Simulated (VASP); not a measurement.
Data:

```
RhTe
1.0
    3.26485     0.00000     0.00000
    0.00000     3.26485     0.00000
    0.00000     0.00000     3.26485
Rh Te
1 1
Cartesian
  0.00000   0.00000   0.00000
  1.63243   1.63243   1.63243
```

The numbers are results of PBE GGA, VASP's PBE PAW potentials (set 64) (plane waves; VASP), not measurements. Settings: 400 eV cut-off, 7×7×7 Γ-centred mesh, Gaussian smearing of 0.050 eV, potentials Rh_pv Te.

Q: Give the stress tensor in GPa (positive for a compressed cell).

A: 
```
11.47   0.00   0.00
 0.00  11.47   0.00
 0.00   0.00  11.47
```
The pressure is its mean diagonal, 11.47 GPa.

The structure was generated: TeRh was put into the CsCl type (Pm-3m), which need not be its known phase. The cell was not relaxed at this level. The electron count is odd and the run is not spin-polarised, which forces a metal.
